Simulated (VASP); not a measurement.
Here is the system:

```yaml
crystal:
  lattice:
    - [0.00000, 2.77522, 2.77522]
    - [2.77522, 0.00000, 2.77522]
    - [2.77522, 2.77522, 0.00000]
  atoms:
    - { symbol: Si, position: [0.00000, 0.00000, 0.00000] }
    - { symbol: Si, position: [0.25000, 0.25000, 0.25000] }
```

Computed with PBE GGA, VASP's PBE PAW potentials (set 64) (plane waves; VASP). Settings: 480 eV cut-off, 8×8×8 Γ-centred mesh, Gaussian smearing of 0.050 eV, potentials Si.

### Question
What does the run give for the energy per atom (σ→0), pressure?

### Answer

| Quantity | Value |
|---|---|
| energy per atom (σ→0) | -5.412 eV/atom |
| pressure | -3.59 GPa |

The absolute energy has meaning only against runs of the same code, potentials and settings.

The compound is Si in the diamond structure. This cell was strained or had an atom moved on purpose.
